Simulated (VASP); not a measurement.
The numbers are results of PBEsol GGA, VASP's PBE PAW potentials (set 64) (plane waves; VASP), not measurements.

Input for VASP

### POSCAR
```
HfB
3.3061070
  0.9999999064   0.0000000000   0.0000000000
 -0.4999999532   0.8660253752   0.0000000000
  0.0000000000   0.0000000000   1.8438336443
Hf B
2 2
direct
  0.0000000000   0.0000000000   0.0000000000
  0.0000000000   0.0000000000   0.5000000000
  0.3333330000   0.6666670000   0.2500000000
  0.6666670000   0.3333330000   0.7500000000
```

INCAR:
```
# general
SYSTEM  = HfB
PREC    = Accurate
ENCUT   = 520
LREAL   = .False.
LASPH   = .True.
ICHARG  = 11

# electronic loop
EDIFF   = 1E-7
NELM    = 100
ALGO    = Normal
LMAXMIX = 6

# smearing
ISMEAR  = 0
SIGMA   = 0.05

# functional
GGA     = PS

# output
LWAVE   = .False.
LCHARG  = .False.
LORBIT  = 11
```

**KPOINTS**
```
k-points along high-symmetry lines
10
Line-mode
Reciprocal
  0.000000   0.000000   0.000000 ! GAMMA
  0.500000   0.000000   0.000000 ! M

  0.500000   0.000000   0.000000 ! M
  0.333333   0.333333   0.000000 ! K

  0.333333   0.333333   0.000000 ! K
  0.000000   0.000000   0.000000 ! GAMMA

  0.000000   0.000000   0.000000 ! GAMMA
  0.000000   0.000000   0.500000 ! A

  0.000000   0.000000   0.500000 ! A
  0.500000   0.000000   0.500000 ! L

  0.500000   0.000000   0.500000 ! L
  0.333333   0.333333   0.500000 ! H

  0.333333   0.333333   0.500000 ! H
  0.000000   0.000000   0.500000 ! A

  0.500000   0.000000   0.500000 ! L
  0.500000   0.000000   0.000000 ! M

  0.333333   0.333333   0.500000 ! H
  0.333333   0.333333   0.000000 ! K
```

POTCAR, in this order: Hf_pv B (PBE.64 set). Program: vasp_std. Read from the step before: CHGCAR.

Output of the run:

**OUTCAR**
```
 ion  position               nearest neighbor table
   1  0.000  0.000  0.000-   3 2.44   4 2.44   4 2.44   3 2.44   4 2.44   3 2.44   2 3.05   2 3.05
  LATTYP: Found a hexagonal cell.
 ALAT       =     3.3061066907
 C/A-ratio  =     1.8438338168
 Subroutine PRICEL returns:
 Original cell was already a primitive cell.
 Subroutine GETGRP returns: Found 24 space group operations
The static configuration has the point symmetry D_3d.
 The point group associated with its full space group is D_6h.
The dynamic configuration has the point symmetry D_3d.
 Subroutine INISYM returns: Found 24 space group operations
   k-points           NKPTS =     90   k-points in BZ     NKDIM =     90   number of bands    NBANDS=     17
   number of dos      NEDOS =    301   number of ions     NIONS =      4
   total plane-waves  NPLWV =  37632
   dimension x,y,z NGX =    28 NGY =   28 NGZ =   48
   dimension x,y,z NGXF=    56 NGYF=   56 NGZF=   96
   ions per type =               2   2
   PREC   = accura    normal or accurate (medium, high low for compatibility)
   ISTART =      0    job   : 0-new  1-cont  2-samecut
   ICHARG =     11    charge: 1-file 2-atom 10-const
   ISPIN  =      1    spin polarized calculation?
   LNONCOLLINEAR =      F non collinear calculations
   LSORBIT =      F    spin-orbit coupling
   INIWAV =      1    electr: 0-lowe 1-rand  2-diag
...
```

OSZICAR:
```
       N       E                     dE             d eps       ncg     rms          rms(c)
DAV:   1     0.756816628321E+02    0.75682E+02   -0.14459E+04  3076   0.144E+03
DAV:   2    -0.318505276642E+02   -0.10753E+03   -0.10578E+03  4109   0.304E+02
DAV:   3    -0.352788045840E+02   -0.34283E+01   -0.33341E+01  4019   0.384E+01
DAV:   4    -0.353232719417E+02   -0.44467E-01   -0.44238E-01  3834   0.471E+00
DAV:   5    -0.353237828282E+02   -0.51089E-03   -0.51048E-03  4082   0.458E-01
DAV:   6    -0.353237911268E+02   -0.82986E-05   -0.82980E-05  3934   0.593E-02
DAV:   7    -0.353237912628E+02   -0.13596E-06   -0.13631E-06  3993   0.708E-03
DAV:   8    -0.353237912667E+02   -0.39383E-08   -0.33900E-08  3274   0.112E-03
   1 F= -.35323791E+02 E0= -.35321291E+02  d E =-.500038E-02
```

File OUTCAR:
```
 val. band max:        4.6085447508   @ k =   0.3333   0.0000   0.5000

 cond. band min:       4.6148163285   @ k =   0.1481   0.1481   0.5000



 k-point     1 :       0.0000    0.0000    0.0000
  band No.  band energies     occupation
      1     -25.5195      2.00000
      2     -24.9901      2.00000
      3     -24.9901      2.00000
      4     -24.9228      2.00000
      5     -24.9228      2.00000
      6     -24.8381      2.00000
      7      -4.9648      2.00000
      8      -0.9502      2.00000
      9      -0.6492      2.00000
     10       3.6117      2.00000
     11       3.6482      2.00000
     12       3.6482      2.00000
     13       6.7410      0.00000
     14       6.7410      0.00000
     15       6.8587      0.00000
     16       6.8588      0.00000
     17       6.9730      0.00000

 k-point     2 :       0.0556    0.0000    0.0000
  band No.  band energies     occupation
      1     -25.5167      2.00000
      2     -25.0048      2.00000
      3     -24.9935      2.00000
      4     -24.9363      2.00000
      5     -24.9258      2.00000
      6     -24.8363      2.00000
      7      -4.8950      2.00000
      8      -0.9781      2.00000
      9      -0.5612      2.00000
     10       3.5996      2.00000
     11       3.6389      2.00000
     12       3.6777      2.00000
     13       6.1069      0.00000
     14       6.5365      0.00000
     15       6.6148      0.00000
     16       6.8196      0.00000
     17       7.4872      0.00000

 k-point     3 :       0.1111    0.0000    0.0000
  band No.  band energies     occupation
      1     -25.5085      2.00000
      2     -25.0467      2.00000
      3     -25.0032      2.00000
      4     -24.9752      2.00000
      5     -24.9347      2.00000
      6     -24.8313      2.00000
      7      -4.6894      2.00000
      8      -1.0571      2.00000
      9      -0.3035      2.00000
     10       3.4649      2.00000
     11       3.7032      2.00000
     12       3.7512      2.00000
...
```

The density is held fixed in this step, so its total energy and stress have no physical meaning. Unless said otherwise, spin-orbit coupling is left out, though it shifts the bands of the heavy elements here.

The structure was generated: HfB was put into the NiAs type type (P6_3/mmc), which need not be its known phase. It was relaxed first, which changed the volume by -32 %.
